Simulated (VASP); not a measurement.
Computed with LDA (Ceperley-Alder, Perdew-Zunger), VASP's LDA PAW potentials (set 64) (plane waves; VASP).

VASP input:

**INCAR**
```
SYSTEM  =  Ti
PREC  =  Accurate; ENCUT  =  400; LREAL  =  .False.
LASPH  =  .True.
EDIFF  =  1E-6; NELM  =  100; ALGO  =  Normal
LMAXMIX  =  4
ISMEAR  =  1; SIGMA  =  0.1
IBRION  =  2; NSW  =  60; ISIF  =  3
EDIFFG  =  -0.01
LWAVE  =  .False.; LCHARG  =  .False.
```

POSCAR:
```
Ti
1
    1.4255855962    -2.4691867361    -0.0000000000
    1.4255855962     2.4691867361     0.0000000000
    0.0000000000    -0.0000000000     4.5468968795
Ti
2
Direct
  0.3333330000   0.6666670000   0.2500000000
  0.6666670000   0.3333330000   0.7500000000
```

### KPOINTS
```
Automatic
0
G
 13 13 7
```

POTCAR, in this order: Ti_sv (LDA.64 set). Program: vasp_std.

### Question
What will the output report for the number of irreducible k-points (NKPTS), largest plane-wave count, number of space-group operations, FFT grid (NGX, NGY, NGZ)?

### Answer

number of irreducible k-points (NKPTS): 84
largest plane-wave count: 596
number of space-group operations: 24
FFT grid (NGX, NGY, NGZ): 20 × 20 × 30

The compound is Ti in the hcp structure. This run relaxes it. Symmetry was kept, so distortions that lower it aren't found. The start is the result of an earlier pass.
